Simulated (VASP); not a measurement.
Data:

```
Se
1.0
    2.25067    -3.89828     0.00000
    2.25067     3.89828     0.00000
    0.00000     0.00000     4.98584
Se
3
Direct
  0.00000   0.21755   0.66667
  0.78245   0.78245   0.00000
  0.21755   0.00000   0.33333
```

Computed with r2SCAN meta-GGA, VASP's PBE PAW potentials (set 64) (plane waves; VASP). Run with 500 eV cut-off, 6×6×5 Γ-centred mesh, Gaussian smearing of 0.050 eV, potentials Se.

Energy and stress use the plane-wave basis of the starting cell.

Task: The ions, cell shape and volume at an external pressure of 5.0 GPa are relaxed. Which structure does the run end with?

Result: 
```
Se
1.0
    1.98785    -3.44306     0.00000
    1.98785     3.44306     0.00000
    0.00000     0.00000     5.08412
Se
3
Direct
  0.00000   0.24762   0.66667
  0.75238   0.75238   0.00000
  0.24762   0.00000   0.33333
```
Space group P3_121 (152), at a tolerance of 0.03 Å.

Task: How do energy and volume change from the first to the last step?

Result: The energy (σ→0) changes by +67.3 meV/atom and the volume by -20.5 %, in 14 ionic steps.

The compound is Se in the trig structure. This run relaxes it under an external pressure of 5 GPa. Symmetry was kept, so distortions that lower it aren't found.
